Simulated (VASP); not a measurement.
Output of a VASP run:

File OUTCAR:
```
 ion  position               nearest neighbor table
   1  0.000  0.000  0.000-   2 2.30   2 2.30   2 2.30   2 2.30
   2  0.250  0.250  0.250-   1 2.30   1 2.30   1 2.30   1 2.30
  LATTYP: Found a face centered cubic cell.
 ALAT       =     5.3187159812
 Subroutine PRICEL returns:
 Original cell was already a primitive cell.
 Subroutine GETGRP returns: Found 24 space group operations
The static configuration has the point symmetry T_d .
The dynamic configuration has the point symmetry T_d .
The overall configuration has the point symmetry T_d .
 Subroutine INISYM returns: Found 24 space group operations
 Subroutine IBZKPT returns following result:
 Found     56 irreducible k-points:

 Following reciprocal coordinates:
            Coordinates               Weight
  0.000000  0.000000  0.000000      1.000000
  0.090909  0.000000  0.000000      8.000000
  0.181818  0.000000  0.000000      8.000000
  0.272727  0.000000  0.000000      8.000000
  0.363636  0.000000  0.000000      8.000000
  0.454545  0.000000  0.000000      8.000000
  0.090909  0.090909  0.000000      6.000000
  0.181818  0.090909  0.000000     24.000000
  0.272727  0.090909  0.000000     24.000000
  0.363636  0.090909  0.000000     24.000000
  0.454545  0.090909  0.000000     24.000000
 -0.454545  0.090909  0.000000     24.000000
 -0.363636  0.090909  0.000000     24.000000
 -0.272727  0.090909  0.000000     24.000000
 -0.181818  0.090909  0.000000     24.000000
 -0.090909  0.090909  0.000000     12.000000
  0.181818  0.181818  0.000000      6.000000
  0.272727  0.181818  0.000000     24.000000
  0.363636  0.181818  0.000000     24.000000
  0.454545  0.181818  0.000000     24.000000
 -0.454545  0.181818  0.000000     24.000000
 -0.363636  0.181818  0.000000     24.000000
 -0.272727  0.181818  0.000000     24.000000
 -0.181818  0.181818  0.000000     12.000000
  0.272727  0.272727  0.000000      6.000000
  0.363636  0.272727  0.000000     24.000000
  0.454545  0.272727  0.000000     24.000000
 -0.454545  0.272727  0.000000     24.000000
 -0.363636  0.272727  0.000000     24.000000
 -0.272727  0.272727  0.000000     12.000000
  0.363636  0.363636  0.000000      6.000000
  0.454545  0.363636  0.000000     24.000000
 -0.454545  0.363636  0.000000     24.000000
 -0.363636  0.363636  0.000000     12.000000
  0.454545  0.454545  0.000000      6.000000
 -0.454545  0.454545  0.000000     12.000000
  0.272727  0.181818  0.090909     24.000000
  0.363636  0.181818  0.090909     48.000000
  0.454545  0.181818  0.090909     48.000000
 -0.454545  0.181818  0.090909     48.000000
   k-points           NKPTS =     56   k-points in BZ     NKDIM =     56   number of bands    NBANDS=     13
   number of dos      NEDOS =    301   number of ions     NIONS =      2
   total plane-waves  NPLWV =  21952
   dimension x,y,z NGX =    28 NGY =   28 NGZ =   28
   dimension x,y,z NGXF=    56 NGYF=   56 NGZF=   56
   ions per type =               1   1
   PREC   = accura    normal or accurate (medium, high low for compatibility)
   ISTART =      0    job   : 0-new  1-cont  2-samecut
   ICHARG =      2    charge: 1-file 2-atom 10-const
   ISPIN  =      2    spin polarized calculation?
   LNONCOLLINEAR =      F non collinear calculations
   LSORBIT =      F    spin-orbit coupling
   INIWAV =      1    electr: 0-lowe 1-rand  2-diag
   ENCUT  =  400.0 eV  29.40 Ry    5.42 a.u.   6.13  6.13  6.13*2*pi/ulx,y,z
   NELM   =    100;   NELMIN=  2; NELMDL= -5     # of ELM steps
   EDIFF  = 0.1E-05   stopping-criterion for ELM
   LREAL  =      F    real-space projection
   NLSPLINE    = F    spline interpolate recip. space projectors
   LMAXMIX     =    4 max onsite mixed and CHGCAR
   VOSKOWN=      0    Vosko Wilk Nusair interpolation
   EDIFFG = -.1E-01   stopping-criterion for IOM
   NSW    =     60    number of steps for IOM
   NBLOCK =      1;   KBLOCK =     60    inner block; outer block
...
```

OSZICAR:
```
       N       E                     dE             d eps       ncg     rms          rms(c)
DAV:   1     0.820779968294E+02    0.82078E+02   -0.86448E+03  3213   0.107E+03
DAV:   2    -0.130602808430E+02   -0.95138E+02   -0.91061E+02  2922   0.281E+02
DAV:   3    -0.158904945409E+02   -0.28302E+01   -0.28007E+01  3592   0.564E+01
DAV:   4    -0.159261682617E+02   -0.35674E-01   -0.35663E-01  3272   0.653E+00
DAV:   5    -0.159269515705E+02   -0.78331E-03   -0.78330E-03  3672   0.999E-01    0.149E+01
DAV:   6    -0.195957674360E+02   -0.36688E+01   -0.42207E+01  2937   0.846E+01    0.271E+01
DAV:   7    -0.136843644206E+02    0.59114E+01   -0.23279E+01  2927   0.620E+01    0.507E+00
DAV:   8    -0.137644804495E+02   -0.80116E-01   -0.58934E-01  3047   0.630E+00    0.239E+00
DAV:   9    -0.137766402020E+02   -0.12160E-01   -0.86395E-02  3392   0.273E+00    0.964E-01
DAV:  10    -0.137783973894E+02   -0.17572E-02   -0.20559E-02  3562   0.130E+00    0.467E-01
DAV:  11    -0.137786520140E+02   -0.25462E-03   -0.86014E-04  3007   0.296E-01    0.233E-01
DAV:  12    -0.137788976238E+02   -0.24561E-03   -0.73036E-04  3317   0.309E-01    0.630E-02
DAV:  13    -0.137789057462E+02   -0.81224E-05   -0.66748E-05  3072   0.773E-02    0.283E-02
DAV:  14    -0.137789071755E+02   -0.14293E-05   -0.35692E-06  3542   0.210E-02    0.137E-02
DAV:  15    -0.137789070493E+02    0.12618E-06   -0.88048E-07  1890   0.728E-03
   1 F= -.13778907E+02 E0= -.13779263E+02  d E =-.137789E+02  mag=     2.3762
       N       E                     dE             d eps       ncg     rms          rms(c)
DAV:   1    -0.138525906988E+02   -0.73684E-01   -0.67010E-01  2947   0.132E+01    0.274E+00
DAV:   2    -0.139520894074E+02   -0.99499E-01   -0.12445E+00  2942   0.159E+01    0.433E+00
DAV:   3    -0.137794175846E+02    0.17267E+00   -0.50460E-01  2922   0.101E+01    0.404E-01
DAV:   4    -0.137797529471E+02   -0.33536E-03   -0.13002E-02  3002   0.733E-01    0.223E-01
DAV:   5    -0.137793839672E+02    0.36898E-03   -0.12280E-03  3287   0.395E-01    0.704E-02
DAV:   6    -0.137793828936E+02    0.10736E-05   -0.54706E-05  3257   0.821E-02    0.429E-02
DAV:   7    -0.137793820091E+02    0.88454E-06   -0.14727E-05  3432   0.347E-02    0.945E-03
DAV:   8    -0.137793822393E+02   -0.23022E-06   -0.91485E-07  2184   0.981E-03
   2 F= -.13779382E+02 E0= -.13779698E+02  d E =-.475190E-03  mag=     2.3659
       N       E                     dE             d eps       ncg     rms          rms(c)
DAV:   1    -0.137878062168E+02   -0.84242E-02   -0.75041E-02  2937   0.446E+00    0.927E-01
DAV:   2    -0.137997828034E+02   -0.11977E-01   -0.15093E-01  2937   0.548E+00    0.146E+00
DAV:   3    -0.137795341886E+02    0.20249E-01   -0.54213E-02  2932   0.335E+00    0.100E-01
DAV:   4    -0.137795460432E+02   -0.11855E-04   -0.14134E-03  2997   0.249E-01    0.802E-02
DAV:   5    -0.137795118297E+02    0.34213E-04   -0.10673E-04  3412   0.118E-01    0.212E-02
DAV:   6    -0.137795111077E+02    0.72205E-06   -0.47522E-06  3097   0.183E-02
   3 F= -.13779511E+02 E0= -.13779840E+02  d E =-.604058E-03  mag=     2.3694
```

OUTCAR:
```
------------------------ aborting loop because EDIFF is reached ----------------------------------------
  FORCE on cell =-STRESS in cart. coord.  units (eV):
  Direction    XX          YY          ZZ          XY          YZ          ZX
  --------------------------------------------------------------------------------------
  Total       -0.0023943     -0.0023943     -0.0023943     -0.0000000      0.0000000     -0.0000000
  in kB       -0.1027863     -0.1027863     -0.1027863     -0.0000000      0.0000000     -0.0000000
  external PRESSURE =      -0.1027863 kB  Pullay stress =       0.0000000 kB
  volume of cell :       37.32
      direct lattice vectors                 reciprocal lattice vectors
    -0.000000000  2.652426972  2.652426972    -0.188506604  0.188506604  0.188506604
     2.652426972  0.000000000  2.652426972     0.188506604 -0.188506604  0.188506604
     2.652426972  2.652426972  0.000000000     0.188506604  0.188506604 -0.188506604
 POSITION                                       TOTAL-FORCE (eV/Angst)
 -----------------------------------------------------------------------------------
     -0.00000      2.65243      2.65243        -0.000000      0.000000      0.000000
      1.32621      1.32621      1.32621         0.000000     -0.000000     -0.000000
 -----------------------------------------------------------------------------------
    total drift:                                0.000001      0.000001      0.000001
  FREE ENERGIE OF THE ION-ELECTRON SYSTEM (eV)
  ---------------------------------------------------
  free  energy   TOTEN  =       -13.7795111077 eV

  energy  without entropy=      -13.7804992744  energy(sigma->0) =      -13.77984050

 total charge

# of ion       s       p       d       tot
------------------------------------------
    1        0.381   6.234   5.169  11.784
    2        0.825   0.908   0.000   1.733
--------------------------------------------------
tot          1.206   7.142   5.169  13.517

 magnetization (x)

# of ion       s       p       d       tot
------------------------------------------
    1        0.046  -0.012   2.535   2.568
    2       -0.026  -0.161   0.000  -0.187
--------------------------------------------------
tot          0.019  -0.173   2.535   2.382

 reached required accuracy - stopping structural energy minimisation
```
(Selected blocks of OUTCAR.)

File POSCAR:
```
MnSi
1
   -0.0000000000     2.6593579906     2.6593579906
    2.6593579906    -0.0000000000     2.6593579906
    2.6593579906     2.6593579906     0.0000000000
Mn Si
1 1
Direct
  0.0000000000   0.0000000000   0.0000000000
  0.2500000000   0.2500000000   0.2500000000
```

**Question.** Write an INCAR and KPOINTS that could have produced this output.

**Answer.** Several could match; the one computed here: the input of the run itself, PBEsol GGA, plane waves, VASP's PBE PAW potentials (set 64).

KPOINTS:
```
Automatic mesh
0
Gamma
11 11 11
0 0 0
```

INCAR:
```
SYSTEM = MnSi
PREC = Accurate
ENCUT = 400
EDIFF = 1E-6
NELM = 100
ALGO = Normal
LREAL = .FALSE.
LASPH = .TRUE.
ISMEAR = 1
SIGMA = 0.1
GGA = PS
LMAXMIX = 4
ISPIN = 2
MAGMOM = 2.6 -0.2
LORBIT = 10
LWAVE = .FALSE.
LCHARG = .FALSE.
IBRION = 2
ISIF = 3
NSW = 60
EDIFFG = -0.01
```

POTCAR, in this order: Mn_pv Si (PBE.64 set). Program: vasp_std.

The structure was generated: MnSi was put into the zinc blende type (F-43m), which need not be its known phase. This run relaxes it. Symmetry was kept, so distortions that lower it aren't found. The start is the result of an earlier pass.
